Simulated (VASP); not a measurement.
# Bi7Sb (R3m) in VASP: a series of runs

One crystal, Bi7Sb, is run at these levels: PBE+D3(BJ), r2SCAN; tasks: band structure.

Everything below comes from runs of VASP 6.6.1. Logs are shortened: lines on timing, memory, paths and dates and some standing lists are left out, and cuts for length are marked.

## (1) The crystal as given

The structure is trigonal, space group R3m (No. 160). Conventional cell: a = 9.015 Å, b = 9.015 Å, c = 11.605 Å, α = 90.00°, β = 90.00°, γ = 120.00°. Sb (site symmetry 3m) has 3 Bi at 3.02 Å as nearest neighbours. Bi (site symmetry m) has 6 Bi at 3.08 to 3.42 Å as nearest neighbours. Bi (site symmetry 3m) is surrounded by 6 Bi at 3.08 to 3.42 Å. Around Bi (site symmetry m) lie 1 Sb at 3.02 Å and 4 Bi at 3.09 to 3.42 Å.

The cell was built by a generator and needn't be a form met in nature.

## (2) Band structure, PBE+D3(BJ)

Contents of INCAR:

```
SYSTEM = Bi7Sb
PREC = Accurate
ENCUT = 520
EDIFF = 1E-7
ISMEAR = 0
SIGMA = 0.03
LREAL = .False.
LASPH = .True.
NELM = 80
ALGO = Fast
ISIF = 2
LWAVE = .False.
LCHARG = .False.
GGA = PE
IVDW = 12
NBANDS = 124
ICORELEVEL = 1
KPAR = 4
```

Contents of KPOINTS:

```
Automatic mesh
0
Gamma
  6 6 4
  0 0 0
```

Contents of POSCAR:

```
Bi7Sb                                   
1.0
    9.0154139955     -0.0000000000     -0.0000000000
    4.5077069977     -7.8075775417      0.0000000000
    4.5077069977     -2.6025258505     -7.7365688611
  Sb              Bi            
     2    14
Direct
     0.1173586140937446    0.6173586140937446    0.1479241577187663
     0.6173586140937446    0.1173586140937446    0.6479241577187663
     0.1170623583290964    0.1195560295140800    0.1438255826427366
     0.1195560295140799    0.6195560295140800    0.6438255826427366
     0.1195560295140801    0.1170623583291034    0.6438255826427364
     0.6195560295140798    0.6170623583291035    0.1438255826427365
     0.6195560295140800    0.1195560295140800    0.1438255826427366
     0.6170623583290964    0.6195560295140798    0.6438255826427366
     0.3817912759340697    0.8817912759340626    0.3546261721978050
     0.3762316512686616    0.3842220206731339    0.3553243073850707
     0.3842220206731338    0.8842220206731339    0.8553243073850707
     0.3842220206731411    0.3762316512686615    0.8553243073850707
     0.8842220206731410    0.8762316512686613    0.3553243073850705
     0.8842220206731339    0.3842220206731339    0.3553243073850707
     0.8762316512686615    0.8842220206731339    0.8553243073850707
     0.8817912759340697    0.3817912759340626    0.8546261721978050
```

Contents of KPOINTS_OPT:

```
explicit points
8
Reciprocal
 0.0000000000  0.0000000000  0.0000000000 1
 0.2596565504 -0.2596565504  0.5000000000 1
 0.4806868991 -0.2596565504  0.2403434496 1
 0.5000000000  0.0000000000  0.5000000000 1
 0.0000000000 -0.5000000000  0.0000000000 1
 0.0000000000 -0.3894848256  0.3701717248 1
 0.3894848256  0.0000000000  0.6298282752 1
 0.3701717248 -0.2596565504  0.3701717248 1
```

Potentials or basis: VASP PAW PBE potentials, release 64 (Sb, Bi_d).

Started as:

```console
cat potpaw_PBE.64/Sb/POTCAR potpaw_PBE.64/Bi_d/POTCAR > POTCAR
mpirun -np 4 vasp_std > vasp.out
```

OUTCAR:

```text
SYSTEM = Bi7Sb
   PREC = Accurate
   ENCUT = 520
   EDIFF = 1E-7
   ISMEAR = 0
   LREAL = .False.
   LASPH = .True.
   NELM = 80
   ISIF = 2
   GGA = PE
   IVDW = 12
 IVDW          = 12

 ion  position               nearest neighbor table
   1  0.117  0.617  0.148-  14 3.02  10 3.02  13 3.02  15 3.48  11 3.48  12 3.48
   2  0.617  0.117  0.648-  11 3.02  15 3.02  12 3.02  10 3.48  14 3.48  13 3.48
   3  0.117  0.120  0.144-   9 3.08  13 3.09  14 3.09  12 3.42  11 3.42  16 3.42
   4  0.120  0.620  0.644-  16 3.08  12 3.09  15 3.09  13 3.42  10 3.42   9 3.42
   5  0.120  0.117  0.644-  16 3.08  15 3.09  11 3.09  14 3.42  10 3.42   9 3.42
   6  0.620  0.617  0.144-   9 3.08  10 3.09  14 3.09  11 3.42  15 3.42  16 3.42
[... 8 lines left out ...]
  15  0.876  0.884  0.855-   2 3.02   4 3.09   5 3.09   6 3.42   7 3.42   1 3.48
  16  0.882  0.382  0.855-   4 3.08   8 3.08   5 3.08   3 3.42   7 3.42   6 3.42
[... 7 lines left out ...]
 A1 = (  -4.5077069978,  -2.6025258505,  -7.7365688611)
 A2 = (  -0.0000000000,   5.2050516912,  -7.7365688611)
 A3 = (   4.5077069977,  -2.6025258505,  -7.7365688611)

Analysis of symmetry for initial positions (statically):
=====================================================================
 Subroutine PRICEL returns following result:

  LATTYP: Found a trigonal (rhomboedric) cell.
 ALAT       =     6.4850742166
 COS(alpha) =     0.0337011734

  Lattice vectors:

 A1 = (  -0.0000000001,  -5.2050516961,  -3.8682844306)
 A2 = (  -4.5077069978,   2.6025258456,  -3.8682844306)
 A3 = (   4.5077069978,   2.6025258456,  -3.8682844305)

   2 primitive cells build up your supercell.

 Routine SETGRP: Setting up the symmetry group for a
 trigonal (rhombohedral) supercell.

 Subroutine GETGRP returns: Found  6 space group operations
 (whereof  2 operations were pure point group operations)
 out of a pool of 12 trial point group operations.

The static configuration has the point symmetry C_1h.
 The point group associated with its full space group is C_3v.

Analysis of symmetry for dynamics (positions and initial velocities):
=====================================================================
 Subroutine PRICEL returns following result:

  LATTYP: Found a trigonal (rhomboedric) cell.
 ALAT       =     6.4850742166
 COS(alpha) =     0.0337011734

  Lattice vectors:

 A1 = (  -0.0000000001,  -5.2050516961,  -3.8682844306)
 A2 = (  -4.5077069978,   2.6025258456,  -3.8682844306)
 A3 = (   4.5077069978,   2.6025258456,  -3.8682844305)

   2 primitive cells build up your supercell.

 Routine SETGRP: Setting up the symmetry group for a
 trigonal (rhombohedral) supercell.

 Subroutine GETGRP returns: Found  6 space group operations
 (whereof  2 operations were pure point group operations)
 out of a pool of 12 trial point group operations.

The dynamic configuration has the point symmetry C_1h.
 The point group associated with its full space group is C_3v.

 Subroutine INISYM returns: Found  6 space group operations
 (whereof  2 operations are pure point group operations),
 and found     2 'primitive' translations

----------------------------------------------------------------------------------------

                                     Primitive cell

  volume of cell :     272.2829

  direct lattice vectors                    reciprocal lattice vectors
    -0.000000000 -5.205051696 -3.868284431     0.000000000 -0.128080700 -0.086170844
    -4.507706998  2.602525846 -3.868284431    -0.110921140  0.064040350 -0.086170844
     4.507706998  2.602525846 -3.868284431     0.110921140  0.064040350 -0.086170844

  length of vectors
     6.485074217  6.485074216  6.485074216     0.154369946  0.154369946  0.154369946

  position of ions in fractional coordinates (direct lattice)
     0.765282772  0.265282772  0.265282772
     0.263381612  0.763381612  0.260887941
     0.263381612  0.260887941  0.763381612
     0.760887941  0.763381612  0.763381612
     0.236417448  0.736417448  0.736417448
[... 107 lines left out ...]
   NELM   =     80;   NELMIN=  2; NELMDL= -5     # of ELM steps
   EDIFF  = 0.1E-06   stopping-criterion for ELM
   LREAL  =      F    real-space projection
   EDIFFG = 0.1E-05   stopping-criterion for IOM
   NSW    =      0    number of steps for IOM
   IBRION =     -1    ionic relax: 0-MD 1-quasi-New 2-CG
   NFREE  =      0    steps in history (QN), initial steepest desc. (CG)
   ISIF   =      2    stress and relaxation
   ISYM   =      2    0-nonsym 1-usesym 2-fastsym
   POTIM  = 0.5000    time-step for ionic-motion
   TEBEG  =    0.0;   TEEND  =   0.0 temperature during run
   PSTRESS=    0.0 pullay stress
   NELECT =     220.0000    total number of electrons
   NUPDOWN=      -1.0000    fix difference up-down
   EMIN   =  10.00;   EMAX   =-10.00  energy-range for DOS
   EFERMI =   0.00;   METHOD = LEGACY
   ISMEAR =     0;   SIGMA  =   0.03  broadening in eV -4-tet -1-fermi 0-gaus
   EFERMI_NEDOS =   21; number of points for ismear=-14 and -15
   IALGO  =     68    algorithm
   IMIX   =      4    mixing-type and parameters
     AMIX     =   0.40;   BMIX     =  1.00
     AMIX_MAG =   1.60;   BMIX_MAG =  1.00
  volume/ion in A,a.u.               =      34.04       229.68
  Fermi-wavevector in a.u.,A,eV,Ry     =   1.210224  2.286991 19.927651  1.464641
  Thomas-Fermi vector in A             =   2.345777
   LORBIT       =      0    0 simple, 1 ext, 2 COOP (PROOUT), +10 PAW based schemes
   GGA     = PE    functional components
   LHFCALC =     F    Hartree Fock is set to
   AEXX    =    0.0000 exact exchange contribution
   IVDW    =    12    specifies the selected vdW correction
   LEPSILON=     F    determine dielectric tensor
   LRPA    =     F    only Hartree local field effects (RPA)
 non-spin polarized calculation
 RMM-DIIS sequential band-by-band and
 Gauss-broadening in eV      SIGMA  =   0.03
  energy-cutoff  :      520.00
  volume of cell :      544.57
 maximum number of plane-waves:     14686
 NGX is ok and might be reduce to    70
   NGX = 33   NGY = 33   NGZ = 35

 number of electron     219.9999999 magnetization

 Free energy of the ion-electron system (eV)
  ---------------------------------------------------
  ext. energy  EPLUGINS =         0.00000000
  ---------------------------------------------------
  free energy    TOTEN  =       -62.44075509 eV

  energy without entropy =      -62.44003803  energy(sigma->0) =      -62.44039656

 the core state eigenenergies are
   1-  1s -30286.8003  2s  -4598.7258  2p  -4126.8376  3s   -892.4198  3p   -738.6732
       3d   -504.2467  4s   -137.4365  4p    -90.4050  4d    -22.1960
   2-  1s -30286.8003  2s  -4598.7258  2p  -4126.8376  3s   -892.4198  3p   -738.6732
       3d   -504.2467  4s   -137.4365  4p    -90.4050  4d    -22.1960
   3-  1s -90628.8037  2s -16271.5411  2p -13911.9052  3s  -3919.5002  3p  -3245.7292
       3d  -2570.6527  4s   -891.2412  4p   -670.5739  4d   -418.8127  4f   -141.5919
       5s   -146.7041  5p    -84.8000
   4-  1s -90628.8037  2s -16271.5411  2p -13911.9052  3s  -3919.5002  3p  -3245.7292
       3d  -2570.6527  4s   -891.2412  4p   -670.5739  4d   -418.8127  4f   -141.5919
       5s   -146.7041  5p    -84.8000
   5-  1s -90628.8037  2s -16271.5411  2p -13911.9052  3s  -3919.5002  3p  -3245.7292
       3d  -2570.6527  4s   -891.2412  4p   -670.5739  4d   -418.8127  4f   -141.5919
       5s   -146.7041  5p    -84.8000
   6-  1s -90628.8037  2s -16271.5411  2p -13911.9052  3s  -3919.5002  3p  -3245.7292
       3d  -2570.6527  4s   -891.2412  4p   -670.5739  4d   -418.8127  4f   -141.5919
       5s   -146.7041  5p    -84.8000
   7-  1s -90628.8037  2s -16271.5411  2p -13911.9052  3s  -3919.5002  3p  -3245.7292
       3d  -2570.6527  4s   -891.2412  4p   -670.5739  4d   -418.8127  4f   -141.5919
       5s   -146.7041  5p    -84.8000
   8-  1s -90628.8037  2s -16271.5411  2p -13911.9052  3s  -3919.5002  3p  -3245.7292
       3d  -2570.6527  4s   -891.2412  4p   -670.5739  4d   -418.8127  4f   -141.5919
[... 11 lines left out ...]
       3d  -2570.7163  4s   -891.3045  4p   -670.6371  4d   -418.8758  4f   -141.6550
       5s   -146.7665  5p    -84.8628
  13-  1s -90628.8715  2s -16271.6053  2p -13911.9697  3s  -3919.5639  3p  -3245.7930
       3d  -2570.7163  4s   -891.3045  4p   -670.6371  4d   -418.8758  4f   -141.6550
       5s   -146.7665  5p    -84.8628
  14-  1s -90628.8715  2s -16271.6053  2p -13911.9697  3s  -3919.5639  3p  -3245.7930
       3d  -2570.7163  4s   -891.3045  4p   -670.6371  4d   -418.8758  4f   -141.6550
       5s   -146.7665  5p    -84.8628
  15-  1s -90628.8715  2s -16271.6053  2p -13911.9697  3s  -3919.5639  3p  -3245.7930
       3d  -2570.7163  4s   -891.3045  4p   -670.6371  4d   -418.8758  4f   -141.6550
       5s   -146.7665  5p    -84.8628
  16-  1s -90628.8265  2s -16271.5630  2p -13911.9272  3s  -3919.5222  3p  -3245.7513
       3d  -2570.6747  4s   -891.2635  4p   -670.5962  4d   -418.8351  4f   -141.6143
       5s   -146.7270  5p    -84.8233

 E-fermi :   6.5757     XC(G=0):  -9.6126

 val. band max:        6.5538065366   @ k =   0.5000   0.0000   0.2500
 cond. band min:       6.5804625445   @ k =  -0.3333  -0.3333   0.2500
 fundamental gap:      0.0266560078
 Fermi energy:         6.5757200262

 k-point     1 :       0.0000    0.0000    0.0000
  band No.  band energies     occupation
      1     -16.3828      2.00000
      2     -16.3828      2.00000
      3     -16.3817      2.00000
      4     -16.3100      2.00000
      5     -16.3100      2.00000
      6     -16.2675      2.00000
[... 2989 lines left out ...]
    121       9.1323      0.00000
    122       9.2248      0.00000

 [... further k-points ...]

 [bands above 122 left out]

------------------------ aborting loop because EDIFF is reached ----------------------------------------

 Edisp (eV)   -7.40593

 E8    (eV) :    -3.6532

  FORCE on cell =-STRESS in cart. coord.  units (eV):
  Direction    XX          YY          ZZ          XY          YZ          ZX
  --------------------------------------------------------------------------------------
  -------------------------------------------------------------------------------------
  Total      -0.08530    -0.08530    -0.10504    -0.00000    -0.00000    -0.00000
  in kB      -0.25096    -0.25096    -0.30904    -0.00000    -0.00000    -0.00000
  external pressure =       -0.27 kB  Pullay stress =        0.00 kB

 VOLUME and BASIS-vectors are now :
 -----------------------------------------------------------------------------
  energy-cutoff  :      520.00
  volume of cell :      544.57
      direct lattice vectors                 reciprocal lattice vectors
     9.015413995  0.000000000  0.000000000     0.110921140  0.064040350  0.043085422
     4.507706998 -7.807577542  0.000000000     0.000000000 -0.128080700  0.043085422
     4.507706998 -2.602525851 -7.736568861     0.000000000  0.000000000 -0.129256266

 POSITION                                       TOTAL-FORCE (eV/Angst)
 -----------------------------------------------------------------------------------
      4.50771     -5.20505     -1.14443         0.000000      0.000000      0.002876
      9.01541     -2.60253     -5.01271         0.000000      0.000000      0.002876
      2.24261     -1.30775     -1.11272        -0.000331     -0.000191      0.001787
      6.77280     -6.51280     -4.98100         0.000331     -0.000191      0.001787
      4.50771     -2.58955     -4.98100         0.000000      0.000383      0.001787
      9.01541     -5.19207     -1.11272         0.000000      0.000383      0.001787
[... 8 lines left out ...]
     15.74096     -9.12964     -6.61728         0.001305      0.000753     -0.003325
     13.52312     -5.20505     -6.61187         0.000000      0.000000      0.001740
 -----------------------------------------------------------------------------------
    total drift:                               -0.000002      0.000001     -0.000473

  FREE ENERGIE OF THE ION-ELECTRON SYSTEM (eV)
  ---------------------------------------------------
  free  energy   TOTEN  =       -69.8466862792 eV

  energy  without entropy=      -69.8459692118  energy(sigma->0) =      -69.84632775
```

Wall time 17 min (4 MPI ranks of Intel Xeon 6975P-C (Granite Rapids), shared host); peak memory 2.9 GiB.

What came out:

- Free energy: -69.8467 eV
- Pressure: 0.0 GPa
- Largest force: 0.004 eV/Å
- Band gap along the path: none (metal or under the smearing width)
- Dispersion energy per atom: -0.463 eV

Forces on the atoms (eV/Å):
```
Sb   0.000  0.000  0.003
Sb   0.000  0.000  0.003
Bi   0.000  0.000  0.002
Bi   0.000  0.000  0.002
Bi   0.000  0.000  0.002
Bi   0.000  0.000  0.002
Bi   0.000  0.000  0.002
Bi   0.000  0.000  0.002
Bi   0.000  0.000  0.002
Bi   0.001  0.001 -0.003
Bi  -0.001  0.001 -0.003
Bi   0.000 -0.002 -0.003
Bi   0.000 -0.002 -0.003
Bi  -0.001  0.001 -0.003
Bi   0.001  0.001 -0.003
Bi   0.000  0.000  0.002
```

Core levels (eV, on the scale of the bands):
| atom | levels |
| --- | --- |
| 1 Sb | 1s -30286.8, 2s -4598.7, 2p -4126.8, 3s -892.4, 3p -738.7, 3d -504.2, 4s -137.4, 4p -90.4, 4d -22.2 |
| 2 Sb | 1s -30286.8, 2s -4598.7, 2p -4126.8, 3s -892.4, 3p -738.7, 3d -504.2, 4s -137.4, 4p -90.4, 4d -22.2 |
| 3 Bi | 1s -90628.8, 2s -16271.5, 2p -13911.9, 3s -3919.5, 3p -3245.7, 3d -2570.7, 4s -891.2, 4p -670.6, 4d -418.8, 4f -141.6, 5s -146.7, 5p -84.8 |
| 4 Bi | 1s -90628.8, 2s -16271.5, 2p -13911.9, 3s -3919.5, 3p -3245.7, 3d -2570.7, 4s -891.2, 4p -670.6, 4d -418.8, 4f -141.6, 5s -146.7, 5p -84.8 |
| 5 Bi | 1s -90628.8, 2s -16271.5, 2p -13911.9, 3s -3919.5, 3p -3245.7, 3d -2570.7, 4s -891.2, 4p -670.6, 4d -418.8, 4f -141.6, 5s -146.7, 5p -84.8 |
| 6 Bi | 1s -90628.8, 2s -16271.5, 2p -13911.9, 3s -3919.5, 3p -3245.7, 3d -2570.7, 4s -891.2, 4p -670.6, 4d -418.8, 4f -141.6, 5s -146.7, 5p -84.8 |

Caveat: spin-orbit coupling is left out, which moves the levels of the heavy elements; pairwise dispersion overbinds metals, which lowers pressure and volume.

(Continued in part 2 of 2.)
